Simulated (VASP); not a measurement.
All values below come from PBEsol GGA, VASP's PBE PAW potentials (set 64) (plane waves; VASP).

VASP input:

### POSCAR
```
Ir
1
   -2.3881940000     2.3881940000     1.3030280000
    2.3881940000    -2.3881940000     1.3030280000
    2.3881940000     2.3881940000    -1.3030280000
Ir
2
Direct
  0.7500000000   0.2500000000   0.5000000000
  0.0000000000   0.0000000000   0.0000000000
```

**KPOINTS**
```
Automatic mesh
0
Gamma
14 14 14
0 0 0
```

INCAR:
```
SYSTEM = Ir
PREC = Accurate
ENCUT = 400
EDIFF = 1E-6
NELM = 100
ALGO = Normal
LREAL = .FALSE.
LASPH = .TRUE.
ISMEAR = 1
SIGMA = 0.1
GGA = PS
LMAXMIX = 6
LWAVE = .FALSE.
LCHARG = .FALSE.
IBRION = 2
ISIF = 3
NSW = 60
EDIFFG = -0.01
```

POTCAR, in this order: Ir (PBE.64 set). Program: vasp_std.

Output

### OSZICAR
```
       N       E                     dE             d eps       ncg     rms          rms(c)
DAV:   1     0.132013350593E+03    0.13201E+03   -0.71659E+03  6488   0.110E+03
DAV:   2    -0.132742971849E+02   -0.14529E+03   -0.13481E+03  6449   0.344E+02
DAV:   3    -0.188804096204E+02   -0.56061E+01   -0.52905E+01  7662   0.724E+01
DAV:   4    -0.189880350646E+02   -0.10763E+00   -0.10696E+00  6872   0.967E+00
DAV:   5    -0.189901165239E+02   -0.20815E-02   -0.20799E-02  7786   0.128E+00    0.214E+01
DAV:   6    -0.181796108190E+02    0.81051E+00   -0.13738E+00  7246   0.154E+01    0.916E+00
DAV:   7    -0.180301437774E+02    0.14947E+00   -0.37085E-01  8111   0.752E+00    0.227E+00
DAV:   8    -0.180177413988E+02    0.12402E-01   -0.16593E-02  6564   0.172E+00    0.722E-01
DAV:   9    -0.180169030016E+02    0.83840E-03   -0.33234E-04  7277   0.191E-01    0.309E-02
DAV:  10    -0.180169194218E+02   -0.16420E-04   -0.14536E-05  7257   0.373E-02    0.743E-03
DAV:  11    -0.180169198139E+02   -0.39204E-06   -0.58395E-07  4792   0.943E-03
   1 F= -.18016920E+02 E0= -.18016871E+02  d E =-.180169E+02
       N       E                     dE             d eps       ncg     rms          rms(c)
DAV:   1    -0.248364318027E+02   -0.68195E+01   -0.21978E+02  6344   0.207E+02    0.250E+01
DAV:   2    -0.176379184104E+02    0.71985E+01   -0.17767E+01  6633   0.552E+01    0.146E+01
DAV:   3    -0.173139495835E+02    0.32397E+00   -0.95638E-01  8307   0.103E+01    0.106E+01
DAV:   4    -0.172847170628E+02    0.29233E-01   -0.71315E-02  7420   0.205E+00    0.316E+00
DAV:   5    -0.172870133038E+02   -0.22962E-02   -0.80082E-03  7244   0.644E-01    0.471E-01
DAV:   6    -0.172875292848E+02   -0.51598E-03   -0.29296E-04  7511   0.154E-01    0.133E-01
DAV:   7    -0.172876299720E+02   -0.10069E-03   -0.30838E-05  7218   0.453E-02    0.255E-02
DAV:   8    -0.172876310828E+02   -0.11108E-05   -0.20320E-06  6234   0.130E-02    0.226E-03
DAV:   9    -0.172876309177E+02    0.16508E-06   -0.13261E-07  3442   0.359E-03
   2 F= -.17287631E+02 E0= -.17287693E+02  d E =0.729289E+00
       N       E                     dE             d eps       ncg     rms          rms(c)
DAV:   1    -0.220705324260E+02   -0.47829E+01   -0.12539E+02  6344   0.156E+02    0.212E+01
DAV:   2    -0.184594495955E+02    0.36111E+01   -0.78280E+00  6627   0.355E+01    0.308E+00
DAV:   3    -0.181217171013E+02    0.33773E+00   -0.11214E+00  8255   0.126E+01    0.221E+00
DAV:   4    -0.181217808326E+02   -0.63731E-04   -0.22608E-02  6689   0.117E+00    0.108E+00
DAV:   5    -0.181251703968E+02   -0.33896E-02   -0.71485E-03  7029   0.598E-01    0.973E-02
DAV:   6    -0.181254558337E+02   -0.28544E-03   -0.45020E-04  7538   0.209E-01    0.312E-02
DAV:   7    -0.181254890797E+02   -0.33246E-04   -0.19088E-05  7708   0.405E-02    0.948E-03
DAV:   8    -0.181254926442E+02   -0.35644E-05   -0.16963E-06  5328   0.102E-02    0.136E-03
DAV:   9    -0.181254927752E+02   -0.13106E-06   -0.19507E-07  3522   0.502E-03
   3 F= -.18125493E+02 E0= -.18125431E+02  d E =-.108573E+00
       N       E                     dE             d eps       ncg     rms          rms(c)
DAV:   1    -0.181288473482E+02   -0.33547E-02   -0.83907E-02  6374   0.417E+00    0.417E-01
DAV:   2    -0.181265485599E+02    0.22988E-02   -0.47374E-03  6735   0.921E-01    0.133E-01
DAV:   3    -0.181263372172E+02    0.21134E-03   -0.81733E-04  8187   0.345E-01    0.573E-02
DAV:   4    -0.181263429728E+02   -0.57556E-05   -0.40489E-05  6514   0.662E-02    0.737E-03
DAV:   5    -0.181263429215E+02    0.51343E-07   -0.35657E-06  6508   0.225E-02
   4 F= -.18126343E+02 E0= -.18126291E+02  d E =-.109423E+00
       N       E                     dE             d eps       ncg     rms          rms(c)
DAV:   1    -0.182391932038E+02   -0.11285E+00   -0.55007E+00  6474   0.208E+01    0.183E+00
DAV:   2    -0.181543776214E+02    0.84816E-01   -0.10263E-01  7432   0.387E+00    0.685E-01
DAV:   3    -0.181372590284E+02    0.17119E-01   -0.33032E-02  6834   0.157E+00    0.225E-01
DAV:   4    -0.181369940317E+02    0.26500E-03   -0.21170E-03  7146   0.585E-01    0.571E-02
DAV:   5    -0.181369601561E+02    0.33876E-04   -0.11423E-04  7222   0.948E-02    0.194E-02
DAV:   6    -0.181369612007E+02   -0.10446E-05   -0.10035E-05  7110   0.304E-02    0.753E-03
DAV:   7    -0.181369614239E+02   -0.22318E-06   -0.25395E-07  3530   0.558E-03
   5 F= -.18136961E+02 E0= -.18136984E+02  d E =-.106185E-01
       N       E                     dE             d eps       ncg     rms          rms(c)
DAV:   1    -0.181503486438E+02   -0.13387E-01   -0.56253E-01  6504   0.669E+00    0.580E-01
DAV:   2    -0.181417709580E+02    0.85777E-02   -0.10633E-02  7386   0.127E+00    0.224E-01
DAV:   3    -0.181400170693E+02    0.17539E-02   -0.35277E-03  6927   0.520E-01    0.718E-02
DAV:   4    -0.181399924665E+02    0.24603E-04   -0.23481E-04  6984   0.199E-01    0.186E-02
DAV:   5    -0.181399870936E+02    0.53729E-05   -0.14359E-05  7205   0.316E-02    0.688E-03
DAV:   6    -0.181399870930E+02    0.59299E-09   -0.11926E-06  3906   0.133E-02
   6 F= -.18139987E+02 E0= -.18139963E+02  d E =-.136442E-01
       N       E                     dE             d eps       ncg     rms          rms(c)
DAV:   1    -0.181400029938E+02   -0.15900E-04   -0.10167E-03  6484   0.283E-01    0.250E-02
DAV:   2    -0.181399870035E+02    0.15990E-04   -0.19877E-05  7388   0.546E-02    0.953E-03
DAV:   3    -0.181399839610E+02    0.30425E-05   -0.62761E-06  6779   0.220E-02    0.307E-03
DAV:   4    -0.181399839594E+02    0.16159E-08   -0.36074E-07  3262   0.818E-03
   7 F= -.18139984E+02 E0= -.18139962E+02  d E =-.136410E-01
       N       E                     dE             d eps       ncg     rms          rms(c)
DAV:   1    -0.181424180953E+02   -0.24341E-02   -0.91799E-02  6349   0.425E+00    0.413E-01
DAV:   2    -0.181399593049E+02    0.24588E-02   -0.48749E-03  6977   0.941E-01    0.138E-01
DAV:   3    -0.181397143792E+02    0.24493E-03   -0.91600E-04  8182   0.360E-01    0.607E-02
DAV:   4    -0.181397130640E+02    0.13152E-05   -0.50034E-05  6514   0.783E-02    0.977E-03
DAV:   5    -0.181397121689E+02    0.89508E-06   -0.55171E-06  7252   0.285E-02
   8 F= -.18139712E+02 E0= -.18139693E+02  d E =0.271790E-03
       N       E                     dE             d eps       ncg     rms          rms(c)
DAV:   1    -0.181413775091E+02   -0.16644E-02   -0.45351E-02  6344   0.299E+00    0.297E-01
DAV:   2    -0.181401589311E+02    0.12186E-02   -0.24114E-03  6972   0.660E-01    0.944E-02
DAV:   3    -0.181400404809E+02    0.11845E-03   -0.45753E-04  8155   0.255E-01    0.413E-02
DAV:   4    -0.181400434358E+02   -0.29550E-05   -0.23759E-05  6514   0.537E-02    0.640E-03
DAV:   5    -0.181400433809E+02    0.54958E-07   -0.21020E-06  4312   0.188E-02
   9 F= -.18140043E+02 E0= -.18140022E+02  d E =-.594215E-04
```

File OUTCAR:
```
------------------------ aborting loop because EDIFF is reached ----------------------------------------
  FORCE on cell =-STRESS in cart. coord.  units (eV):
  Direction    XX          YY          ZZ          XY          YZ          ZX
  --------------------------------------------------------------------------------------
  Total        0.0124938      0.0124938     -0.0067579      0.0000000     -0.0000000      0.0000000
  in kB        0.6370752      0.6370752     -0.3445943      0.0000000     -0.0000000      0.0000000
  external PRESSURE =       0.3098520 kB  Pullay stress =       0.0000000 kB
  volume of cell :       31.42
      direct lattice vectors                 reciprocal lattice vectors
    -2.400856211  2.400856211  1.362768236     0.000000000  0.208259036  0.366900245
     2.400856211 -2.400856211  1.362768236     0.208259036  0.000000000  0.366900245
     2.400856211  2.400856211 -1.362768236     0.208259036  0.208259036  0.000000000
 POSITION                                       TOTAL-FORCE (eV/Angst)
 -----------------------------------------------------------------------------------
      0.00000      2.40086      0.68138        -0.000000      0.000000     -0.000000
     -2.40086      2.40086      1.36277         0.000000     -0.000000      0.000000
 -----------------------------------------------------------------------------------
    total drift:                               -0.000000     -0.000000      0.000000
  FREE ENERGIE OF THE ION-ELECTRON SYSTEM (eV)
  ---------------------------------------------------
  free  energy   TOTEN  =       -18.1400433809 eV

  energy  without entropy=      -18.1399791606  energy(sigma->0) =      -18.14002197

 reached required accuracy - stopping structural energy minimisation
```
(Selected blocks of OUTCAR.)

### CONTCAR
```
Ir
   1.00000000000000
    -2.4008562110377980    2.4008562110377980    1.3627682357643653
     2.4008562110377980   -2.4008562110377980    1.3627682357643653
     2.4008562110377980    2.4008562110377980   -1.3627682357643653
  Ir
     2
Direct
     0.7500000000000000    0.2500000000000000    0.5000000000000000
     1.0000000000000000    0.0000000000000000    0.0000000000000000
```

**OUTCAR**
```
 val. band max:        8.4683724678   @ k =  -0.4286   0.4286   0.2857

 cond. band min:       8.4761464029   @ k =  -0.2143  -0.4286   0.2143


 Fermi energy:         8.4723898999

 k-point     1 :       0.0000    0.0000    0.0000
  band No.  band energies     occupation
      1      -1.4747      2.00000
      2       1.4954      2.00000
      3       2.4762      2.00000
      4       3.3873      2.00000
      5       4.1748      2.00000
      6       7.2627      2.00000
      7       7.2627      2.00000
      8       7.3523      2.00000
      9       7.3523      2.00000
     10      10.0434     -0.00000
     11      11.3189      0.00000
     12      14.0323      0.00000
     13      14.0323      0.00000

 k-point     2 :       0.0714    0.0000    0.0000
  band No.  band energies     occupation
      1      -1.2851      2.00000
      2       1.5923      2.00000
      3       2.5074      2.00000
      4       3.5900      2.00000
      5       4.2709      2.00000
      6       6.6162      2.00000
      7       6.6775      2.00000
      8       7.6345      2.00000
      9       7.6459      2.00000
     10       9.9791     -0.00000
     11      11.0764      0.00000
     12      14.3716      0.00000
     13      14.4949      0.00000

 k-point     3 :       0.1429    0.0000   -0.0000
  band No.  band energies     occupation
      1      -0.7413      2.00000
      2       1.8666      2.00000
      3       2.6186      2.00000
      4       4.0620      2.00000
      5       4.5181      2.00000
      6       5.7783      2.00000
      7       6.1968      2.00000
      8       7.4178      2.00000
      9       7.5985      2.00000
     10       9.7926     -0.00000
     11      10.7624      0.00000
     12      15.2204      0.00000
     13      15.3151      0.00000

 k-point     4 :       0.2143   -0.0000    0.0000
  band No.  band energies     occupation
      1       0.0701      2.00000
      2       2.2517      2.00000
      3       2.7666      2.00000
...
```

Energy and stress use the plane-wave basis of the starting cell. Unless said otherwise, spin-orbit coupling is left out, though it shifts the bands of the heavy elements here.

The structure was generated: Ir was put into the beta-Sn type (I4_1/amd), which need not be its known phase. This run relaxes it. Symmetry was kept, so distortions that lower it aren't found.
